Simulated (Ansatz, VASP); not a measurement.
**HRu2C in two plane-wave programs**

One calculation is typed for both programs; each brings its own data sets. How far apart do they land? The two relaxations start from unlike cells of this crystal (the structure described is Ansatz's start), so only their ends are compared.

Program: Ansatz 0.2.0. Level of theory: plane waves, with VASP 6.6.1 beside it; relaxation of cell and atoms at PBE. Results are calculated unless marked as measured.

## Step 1: Set-up

It takes space group R-3m (No. 166, trigonal). Conventional cell: a = 2.895 Å, b = 2.895 Å, c = 13.738 Å, α = 90.00°, β = 90.00°, γ = 120.00°. Nearest to Ru lie 3 C at 2.00 Å and 3 H at 2.05 Å. C has 6 Ru at 2.00 Å nearest. H has 6 Ru at 2.05 Å nearest. Farther neighbours are not listed.

## Step 2: VASP: relaxation of cell and atoms, PBE

The relaxed volume is the usual yardstick between codes: in a stiff, nearly cubic crystal its relative difference is about their pressure difference at one cell divided by the bulk modulus.

Lines of VASP's logs that name or quote its potential files are left out, and so is its time.

Input file INCAR:

```
SYSTEM = HRu2C
PREC = Accurate
ENCUT = 600
EDIFF = 1E-07
NELM = 120
ISMEAR = -1
SIGMA = 0.05
LREAL = .FALSE.
ALGO = Normal
GGA = PE
NBANDS = 22
LASPH = .TRUE.
LORBIT = 11
LWAVE = .FALSE.
LCHARG = .FALSE.
ISIF = 3
IBRION = 2
NSW = 80
EDIFFG = -0.005
GGA_COMPAT = .FALSE.
NELMIN = 4
```

Input file POSCAR:

```
HRu2C
1.0
    1.5633084834      0.9025771091      4.3779401941
   -1.5633084834      0.9025771091      4.3779401941
    0.0000000000     -1.8051531820      4.3779402025
Ru C H
2 1 1
Direct
    0.2450476892      0.2450476892      0.2450478366
    0.7549521842      0.7549521842      0.7549526351
    0.4999999367      0.4999999367      0.5000002358
    0.0000000000      0.0000000000      0.0000000000
```

Input file KPOINTS:

```
Automatic mesh
0
Gamma
11 11 11
0 0 0
```

PAW data sets: Ru_pv, C and H (PBE family, release 64).

Command:

```console
> mpirun -np 1 vasp_std
```

Numbers of over 12 decimals in the logs are rounded to 6 here.

Log:

```text
[banner, memory and clock lines left out]
running    1 mpi-ranks, on    1 nodes
 distrk:  each k-point on    1 cores,    1 groups
 distr:  one band on    1 cores,    1 groups

 POSCAR found type information on POSCAR RuC H
 POSCAR found :  3 types and       4 ions
 LDA part: xc-table for (Slater+PW92), standard interpolation
 POSCAR, INCAR and KPOINTS ok, starting setup
 FFT: planning ... GRIDC
 FFT: planning ... GRID_SOFT
 FFT: planning ... GRID
 WAVECAR not read
 entering main loop
       N       E                     dE             d eps       ncg     rms          rms(c)
DAV:   1     0.347214452821E+03    0.34721E+03   -0.20813E+04  6424   0.174E+03
DAV:   2    -0.209068040319E+02   -0.36812E+03   -0.35472E+03  7054   0.493E+02
DAV:   3    -0.324408945467E+02   -0.11534E+02   -0.11218E+02  7274   0.880E+01
DAV:   4    -0.326076862723E+02   -0.16679E+00   -0.16656E+00  7062   0.102E+01
DAV:   5    -0.326106715282E+02   -0.29853E-02   -0.29850E-02  7460   0.133E+00    0.298E+01
DAV:   6    -0.299276935128E+02    0.26830E+01   -0.13769E+01  7576   0.337E+01    0.718E+00
DAV:   7    -0.296782473575E+02    0.24945E+00   -0.16813E+00  7108   0.128E+01    0.745E+00
DAV:   8    -0.296753975060E+02    0.28499E-02   -0.21344E-01  6736   0.295E+00    0.801E-01
DAV:   9    -0.296602016097E+02    0.15196E-01   -0.28576E-02  7522   0.123E+00    0.194E-01
DAV:  10    -0.296603691891E+02   -0.16758E-03   -0.57545E-03  7072   0.507E-01    0.600E-02
DAV:  11    -0.296603726230E+02   -0.34339E-05   -0.13719E-04  7742   0.773E-02    0.192E-02
DAV:  12    -0.296603691440E+02    0.34790E-05   -0.96091E-06  7450   0.243E-02    0.703E-03
DAV:  13    -0.296603693687E+02   -0.22466E-06   -0.18624E-06  6866   0.961E-03    0.261E-03
DAV:  14    -0.296603694086E+02   -0.39905E-07   -0.10716E-07  4176   0.278E-03
   1 F= -.29660369E+02 E0= -.29649357E+02  d E =-.296604E+02
 curvature:   0.00 expect dE= 0.000E+00 dE for cont linesearch  0.000E+00
 trial: gam= 0.00000 g(F)=  0.221E-05 g(S)=  0.237E-04 ort = 0.000E+00 (trialstep = 0.100E+01)
 search vector abs. value=  0.259E-04
 bond charge predicted
       N       E                     dE             d eps       ncg     rms          rms(c)
DAV:   1    -0.296607931634E+02   -0.42379E-03   -0.92875E-03  6490   0.112E+00    0.197E-01
DAV:   2    -0.296603863078E+02    0.40686E-03   -0.16851E-03  6520   0.425E-01    0.380E-02
DAV:   3    -0.296603581623E+02    0.28145E-04   -0.64682E-05  6772   0.751E-02    0.226E-02
DAV:   4    -0.296603587237E+02   -0.56137E-06   -0.35262E-05  6922   0.400E-02    0.705E-03
DAV:   5    -0.296603599418E+02   -0.12181E-05   -0.12298E-06  7774   0.916E-03    0.485E-03
DAV:   6    -0.296603614860E+02   -0.15442E-05   -0.91941E-07  7228   0.655E-03    0.106E-03
DAV:   7    -0.296603614797E+02    0.63160E-08   -0.50024E-08  3830   0.183E-03
   2 F= -.29660361E+02 E0= -.29649365E+02  d E =0.792895E-05
 trial-energy change:    0.000008  1 .order    0.000010   -0.000026    0.000046
 step:   0.4016(harm=  0.3617)  dis= 0.00009  next Energy=   -29.660375 (dE=-0.533E-05)
 bond charge predicted
       N       E                     dE             d eps       ncg     rms          rms(c)
DAV:   1    -0.296605312501E+02   -0.16976E-03   -0.33218E-03  6490   0.672E-01    0.118E-01
DAV:   2    -0.296603906572E+02    0.14059E-03   -0.60424E-04  6520   0.255E-01    0.228E-02
DAV:   3    -0.296603778436E+02    0.12814E-04   -0.23348E-05  6760   0.451E-02    0.136E-02
DAV:   4    -0.296603760104E+02    0.18332E-05   -0.12651E-05  6916   0.239E-02    0.422E-03
DAV:   5    -0.296603755716E+02    0.43874E-06   -0.43783E-07  7458   0.550E-03    0.289E-03
DAV:   6    -0.296603749028E+02    0.66879E-06   -0.32795E-07  7112   0.396E-03    0.623E-04
DAV:   7    -0.296603749015E+02    0.13274E-08   -0.17683E-08  3242   0.110E-03
   3 F= -.29660375E+02 E0= -.29649369E+02  d E =-.549288E-05
 curvature:  -0.18 expect dE=-0.890E-07 dE for cont linesearch -0.343E-07
 trial: gam= 0.00000 g(F)=  0.354E-06 g(S)=  0.140E-06 ort =-0.222E-05 (trialstep = 0.880E+00)
 search vector abs. value=  0.494E-06
 reached required accuracy - stopping structural energy minimisation
```

Parts of OUTCAR (step 2):

```text
ion  position               nearest neighbor table
   1  0.245  0.245  0.245-   3 2.08   3 2.08   3 2.08   2 2.74   2 2.74   2 2.74   2 2.94   2 2.94
                             2 2.94
   2  0.755  0.755  0.755-   3 2.08   3 2.08   3 2.08   1 2.74   1 2.74   1 2.74   1 2.94   1 2.94
                             1 2.94
   3  0.500  0.500  0.500-   2 2.08   1 2.08   2 2.08   2 2.08   1 2.08   1 2.08
   4  0.000  0.000  0.000-

  LATTYP: Found a trigonal (rhomboedric) cell.
 ALAT       =     4.7354977769
 COS(alpha) =     0.7820342605

 Subroutine GETGRP returns: Found 12 space group operations
 (whereof 12 operations were pure point group operations)

The static configuration has the point symmetry D_3d.

 Found    146 irreducible k-points:

   k-points           NKPTS =    146   k-points in BZ     NKDIM =    146   number of bands    NBANDS=     22

   dimension x,y,z NGX =    40 NGY =   40 NGZ =   40
   dimension x,y,z NGXF=    80 NGYF=   80 NGZF=   80

   ENCUT  =  600.0 eV  44.10 Ry    6.64 a.u.   9.46  9.46  9.46*2*pi/ulx,y,z

   NELECT =      33.0000    total number of electrons

 k-points in reciprocal lattice and weights: Automatic mesh
   0.00000000  0.00000000  0.00000000       0.001
   0.09090909 -0.00000000  0.00000000       0.005
   0.18181818 -0.00000000  0.00000000       0.005
   0.27272727 -0.00000000  0.00000000       0.005
   0.36363636 -0.00000000  0.00000000       0.005
   0.45454545 -0.00000000  0.00000000       0.005
   0.09090909  0.09090909 -0.00000000       0.005
   0.18181818  0.09090909  0.00000000       0.009
   0.27272727  0.09090909 -0.00000000       0.009
[...]
0.45454545  0.45454545  0.45454545       0.002
  -0.45454545  0.45454545  0.45454545       0.005

 average (electrostatic) potential at core
       1 -68.6330       2 -68.6330       3 -44.7922       4 -26.4931

 E-fermi :  11.3624

 k-point     1 :       0.0000    0.0000    0.0000
  band No.  band energies     occupation
    ...
     12       7.7641      2.00000
     13       7.7641      2.00000
     14       9.7714      2.00000
     15      10.1326      2.00000
     16      10.1326      2.00000
     17      11.8771      0.00007
     18      11.8771      0.00007
     19      13.7197      0.00000
     20      15.8750      0.00000
     21      15.8750      0.00000
    ...

 k-point     2 :       0.0909   -0.0000    0.0000
  band No.  band energies     occupation
    ...
     12       7.7069      2.00000
     13       7.8524      2.00000
     14       9.7153      2.00000
     15       9.8754      2.00000
     16      10.1642      2.00000
     17      11.8025      0.00030
     18      11.8216      0.00021
     19      13.8455      0.00000
     20      15.7879      0.00000
     21      15.9414      0.00000
    ...

 k-point     3 :       0.1818   -0.0000    0.0000
  band No.  band energies     occupation
    ...
     12       7.6238      2.00000
     13       8.1158      2.00000
     14       9.1377      2.00000
     15       9.8995      2.00000
     16      10.2846      2.00000
     17      11.5965      0.01833
     18      11.8967      0.00005
     19      14.1101      0.00000
     20      15.5566      0.00000
     21      16.0697      0.00000
    ...

  Total        0.0007659      0.0007659      0.0032282      0.0000000      0.0000000      0.0000000
  in kB        0.0331212      0.0331212      0.1395979      0.0000000      0.0000000      0.0000000
  external PRESSURE =       0.0686134 kB  Pullay stress =       0.0000000 kB

  energy-cutoff  :      600.00
  volume of cell :       37.05
      direct lattice vectors                 reciprocal lattice vectors
     1.563100123  0.902456812  4.377489949     0.319877142  0.184681115  0.076147124
    -1.563100123  0.902456812  4.377489949    -0.319877142  0.184681115  0.076147124
     0.000000000 -1.804912588  4.377489958     0.000000000 -0.369362230  0.076147168

 POSITION                                       TOTAL-FORCE (eV/Angst)
 -----------------------------------------------------------------------------------
      0.00000     -0.00000      3.21799        -0.000000      0.000000      0.001917
      0.00000     -0.00000      9.91448         0.000000     -0.000000     -0.001917
      0.00000     -0.00000      6.56624        -0.000000      0.000000      0.000000
      0.00000      0.00000      0.00000        -0.000000      0.000000     -0.000000
 -----------------------------------------------------------------------------------
    total drift:                                0.000000      0.001120     -0.001060

  FREE ENERGIE OF THE ION-ELECTRON SYSTEM (eV)
  ---------------------------------------------------
  free  energy   TOTEN  =       -29.6603749015 eV

  energy  without entropy=      -29.6383627844  energy(sigma->0) =      -29.64936884

 reached required accuracy - stopping structural energy minimisation

 total charge
# of ion       s       p       d       tot
------------------------------------------
    1        0.299   6.280   6.154  12.733
    2        0.299   6.280   6.154  12.733
    3        0.867   1.485   0.000   2.352
    4        0.460   0.024   0.000   0.484
--------------------------------------------------
tot          1.925  14.068  12.307  28.301

[... 3 further parts left out ...]
```

## Step 3: Ansatz: relaxation of cell and atoms, PBE

Ansatz runs on its PAW soft_1 files.

Its own start cell and the same functional, mesh and smearing now go to Ansatz, which takes its cutoff from its data sets.

Input file input.yaml:

```yaml
crystal:
  lattice:
    - [1.4475, 0.835714515, 4.579333333]
    - [-1.4475, 0.835714515, 4.579333333]
    - [0.0, -1.671429029, 4.579333333]
  atoms:
    - { symbol: Ru, position: [0.246933336, 0.246933336, 0.246933336] }
    - { symbol: Ru, position: [0.753066664, 0.753066664, 0.753066664] }
    - { symbol: C, position: [0.5, 0.5, 0.5] }
    - { symbol: H, position: [0.0, 0.0, 0.0] }
kpoints:
  mp_grid: { grid: [11, 11, 11] }
scf:
  occupations: { method: fermi_dirac, width: 0.05 }
hamiltonian:
  xc: pbe
  pseudopotentials: { kind: paw, azcp: { folder: soft_1 } }
relax:
  f_tol: 0.015
  max_steps: 70
  cell: {}
output:
  forces: true
  stress: true
```

Command:

```console
> ansatz run input.yaml --threads 4 --pin off --max-ram 10240MiB --backend cpu --events-out ev --progress --plain --runs-dir out
```

Log:

```text
basis.fft_grid_basis auto: the FFT boxes are laid along the combinations [[1, 0, -1], [0, 1, -1], [0, 0, 1]] of the cell's own vectors, 2.895, 2.895 and 4.875 Å long. The dense box has 20×20×36 points. Along the cell's own vectors, as sized, it would have 36×36×36, 3.24 times as many. Of the 12 symmetry operations that the crystal satisfies within crystal.symmetry.tolerance (time reversal apart; of a slab, those that [...]
Engine: ansatz 0.2.0, aarch64-unknown-linux-gnu
Pseudopotentials: kind: paw
Pseudopotential: Ru, paw, valence charge 16, recommended cutoff 420 eV (normal), soft_1/Ru.paw.azcp
Pseudopotential: C, paw, valence charge 4, recommended cutoff 420 eV (normal), soft_1/C.paw.azcp
Pseudopotential: H, paw, valence charge 1, recommended cutoff 420 eV (normal), soft_1/H.paw.azcp
Functional definition: PBE
  parameter kappa = 0.804
  parameter beta = 0.066725
  exchange = pbe_x(kappa = kappa, mu = beta*pi^2/3)
  correlation = pbe_c(beta = beta)
Crystal: 4 atoms, lattice volume = 33.238 Å³
Basis set: ecut = 420 eV, 651 PW (Γ), FFT grids on a1−a3, a2−a3, a3, exchange–correlation on 40×40×72 points (8 copies of the dense FFT grid, shifted against one another)
Bands: 23, of which v1, the nominal top of the filled ones, is band 19 counted from 1 (18 counted from 0)
Symmetry: 12 space group operations
Space group: R-3m (ITA 166), of the structure as read, at distance tolerance 3.2e-5 Å
k-points: 146 of 1331
Non-local potential: Ru, projectors of the file, l = 0: 3, l = 1: 2, l = 2: 2, l = 3: 1
Non-local potential: C, projectors of the file, l = 0: 2, l = 1: 2, l = 2: 1
Non-local potential: H, projectors of the file, l = 0: 2, l = 1: 1
PAW form: soft (Blöchl's): semilocal exchange-correlation on the pseudo side does not see the compensation charge
PAW one-centre angular grid: Ru, 590 points (default); XC on 64 Gauss nodes
PAW one-centre angular grid: C, 110 points (default); XC on 64 Gauss nodes
PAW one-centre angular grid: H, 110 points (default); XC on 64 Gauss nodes
Initial density: superposition of atomic densities (chi_scale 0.1, normalization cell, long waves kept (reshape's long-wave potential 0.01 eV rms))
Initial wavefunctions: pseudopotential atomic-orbital guess
Functional: x = pbe(κ = 0.804, μ = 0.219515), c = pbe(β = 0.066725)
SCF iter   1: F=—  HF=-12024.646627 eV  |F-HF|=—  |Δ(HF+E_count)|=         —  Δρ=1.57e-1  dr2=1.04e1  ethr=3.10e-3  ⟨swp⟩=5.9  Hψ=14350  notcnv=0
preconditioner: auto → Kerker (q_TF=auto, 2.777 Å⁻¹)  [metal: Δε(μ)=0.012 eV  Ē_g=8.475 eV  σ=0.050 eV  W_gap=0.06  n_scr=16 (ndim 8)  ℏωp=29.5 eV  f_vac=0.000  D(μ)=3.15/eV (n_scr^D=36)]
SCF iter   2: F=—  HF=-12022.951124 eV  |F-HF|=—  |Δ(HF+E_count)|=    1.70e0  Δρ=8.24e-2  dr2=3.03e0  ethr=3.10e-3  ⟨swp⟩=2.4  Hψ=6600  notcnv=0
SCF iter   3: F=—  HF=-12022.288732 eV  |F-HF|=—  |Δ(HF+E_count)|=   6.62e-1  Δρ=9.64e-3  dr2=2.40e-2  ethr=3.10e-3  ⟨swp⟩=2.2  Hψ=5617  notcnv=0
SCF iter   4: F=—  HF=-12022.285964 eV  |F-HF|=—  |Δ(HF+E_count)|=   2.77e-3  Δρ=1.70e-3  dr2=1.38e-3  ethr=6.50e-5  ⟨swp⟩=2.7  Hψ=6693  notcnv=0
SCF iter   5: F=—  HF=-12022.285771 eV  |F-HF|=—  |Δ(HF+E_count)|=   1.93e-4  Δρ=3.44e-4  dr2=4.14e-5  ethr=3.72e-6  ⟨swp⟩=2.2  Hψ=4649  notcnv=0
SCF iter   6: F=—  HF=-12022.285760 eV  |F-HF|=—  |Δ(HF+E_count)|=   1.07e-5  Δρ=9.65e-5  dr2=3.76e-6  ethr=1.12e-7  ⟨swp⟩=2.1  Hψ=4973  notcnv=0
SCF iter   7: F=—  HF=-12022.285759 eV  |F-HF|=—  |Δ(HF+E_count)|=   6.49e-7  Δρ=1.75e-5  dr2=1.55e-7  ethr=1.02e-8  ⟨swp⟩=2.4  Hψ=5023  notcnv=0
SCF iter   8: F=-12022.285759 eV  HF=-12022.285759 eV  |F-HF|=1.01e-9  |Δ(HF+E_count)|=   1.80e-8  Δρ=3.70e-6  dr2=3.59e-9  ethr=2.70e-10  ⟨swp⟩=4.1  Hψ=11039  notcnv=0
SCF 1 converged in 8 iterations: F = -12022.285759 eV  dr2 = 3.59e-9
  greatest PAW one-centre occupation: 1.000 electrons in one spin orbital (limit 2), on the Ru atom at site 1 (counted from 0), in its partial waves of l = 0
relax step   1: F+E_penalty+E_count = -12022.28575945 eV  Δ(F+E_penalty+E_count) = +0.000e0 eV  max|allowed force component| = 1.895e0 eV/Å  Δτ_max = 0.0000 Å  P = +39.627 GPa  Ω = 33.238 Å³  (8 SCF iters, dr2 threshold 1.00e-7 eV, accepted)
[...]
relax step   9: F+E_penalty+E_count = -12022.85809902 eV  Δ(F+E_penalty+E_count) = -1.844e-4 eV  max|allowed force component| = 1.823e-3 eV/Å  Δτ_max = 0.0015 Å  P = -0.073 GPa  Ω = 37.065 Å³  energy of the carried Pulay correction = -1.377e-4 eV  (6 SCF iters, dr2 threshold 4.00e-7 eV, accepted)
[...]
relax step  10: F+E_penalty+E_count = -12022.85812211 eV  Δ(F+E_penalty+E_count) = -2.309e-5 eV  max|allowed force component| = 2.572e-4 eV/Å  Δτ_max = 0.0001 Å  P = +0.005 GPa  Ω = 37.055 Å³  energy of the carried Pulay correction = -1.197e-4 eV  (6 SCF iters, dr2 threshold 2.72e-8 eV, accepted)
[...]
relax step  11: F+E_penalty+E_count = -12022.85823186 eV  Δ(F+E_penalty+E_count) = -1.097e-4 eV  max|allowed force component| = 1.971e-4 eV/Å  Δτ_max = 0.0000 Å  P = +0.004 GPa  Ω = 37.055 Å³  stress off target by 9.13e-3 GPa  SCF on the basis re-selected at this cell (its energy is not comparable with the rows above)  (8 SCF iters)
basis re-selected at this cell: Δ(F+E_penalty+E_count) = -1.097e-4 eV, ΔP = -0.001 GPa vs the last step (what re-selecting the basis moved, of the pressure what is left beyond the Pulay correction that the steps carried, after the strain that the cell walked since its last selection, with what the two solves' SCF thresholds leave and, on support functions, any second-order correction that the steps lacked; it is no m [...]
SCF converged after 8 iterations
Free energy (F): -12022.858232 eV
Harris-Foulkes:  -12022.858232 eV  (|F-HF|=3.64e-12)
Internal energy: -12022.836229 eV  (E = F + TS)
E sigma→0 (E₀):  -12022.847230 eV
Entropy (-TS):   -0.022003 eV (-5.501 meV/atom)
Fermi energy:    19.680757 eV
--- Per-component energies (eV) ---
  E_band       = -176.825423
  E_kinetic    = 1023.201469
  E_local      = -3021.944623  (includes V_loc(G=0)·N_el)
  E_nonlocal   = 854.673677
  E_hartree    = 1025.736471
  E_xc         = -395.625026
  E_vxc        = -499.167378  (∫ρ·V_xc dr)
  E_paw        = -7106.291534  (= ΣΔE_a)
  E_vpaw       = -585.062008  (= ΣTr[D̂ρ^β])
  E_aug_tail   = 0.000497  (compensation charges beyond the density's cutoff)
  E_ewald      = -4402.587160
  E_smearing   = -0.022003  (= −TS)
  E_closure    = 0.000000  (closes the sum)
  Σ components = -12022.858232   (vs F -12022.858232, Δ=0.00e0)
--- Forces (eV/Å), atoms counted from 1 ---
  atom   1  Ru     0.00000000     0.00000000     0.00019707
  atom   2  Ru     0.00000000    -0.00000000    -0.00019707
  atom   3  C      0.00000000     0.00000000     0.00000000
  atom   4  H      0.00000000     0.00000000     0.00000000
  max |Σ_I F_I| component: 1.85e-17 eV/Å
--- Stress (GPa, compression-positive) ---
        0.009132      -0.000000      -0.000000
       -0.000000       0.009132      -0.000000
       -0.000000      -0.000000      -0.005681
  P = ⅓ Tr σ = 0.0042 GPa (0.042 kbar)
--- Relaxed structure (9 steps of the walk, 9 accepted, 2 SCFs on fresh bases) ---
  F+E_penalty+E_count = -12022.85823186 eV   max|allowed force component| = 1.971e-4 eV/Å   (the final SCF, on the basis selected at the relaxed cell)
  cell:  # Å, volume = 37.0554 Å³
    - [1.563054, 0.902430, 4.378380]
    - [-1.563054, 0.902430, 4.378380]
    - [0, -1.804859, 4.378380]
  atoms:
    - { symbol: Ru, position: [0.244977, 0.244977, 0.244977] }
    - { symbol: Ru, position: [0.755023, 0.755023, 0.755023] }
    - { symbol: C, position: [0.5, 0.5, 0.500000] }
    - { symbol: H, position: [0, 0, 0] }
```

## Step 4: Side by side

Known differences besides the potentials themselves: the data sets hold 37 valence electrons in Ansatz (on its PAW soft_1 files) and 33 in VASP; the cutoff is 420 eV in Ansatz and 600 eV in VASP; Ansatz adds a Pulay correction to the stress that steers its cell, VASP none. Total energies have different zeros and are not compared.

The two programs side by side:

```csv
quantity,Ansatz,VASP,difference
volume (Å³),37.06,37.05,+0.01 %
"edge a after relaxation, in the typed setting (Å)",4.736,4.735,+0.02 %
```

## Step 5: Results

```
difference in edge a after relaxation, in the typed setting (relaxation of cell and atoms, PBE) : 0.017 %
```

The difference in edge a after relaxation, in the typed setting is 0.017 % (relaxation of cell and atoms, PBE), within the 1.2 % picked in this series as the mark of a large difference, as far as the stopping tolerances let one tell. The data sets hold unlike numbers of valence electrons (37 in Ansatz and 33 in VASP), so part of the differences comes from the potentials. Such differences can come from data sets, numerical settings and the points named under the comparisons, not from the functional's error against experiment.

[Lines on the potential files, build, host, timing and source positions are cut from VASP's logs without a mark.]

[Logs are printed without paths, hosts, clocks, repeated set-up lines and the standing remarks that a program may print on its own settings, such as how far it seeks lower states.]

[Hosts, paths, dates, database ids (printed as entryN), source tags and the programs' standing remarks are cut or masked in the printed files.]
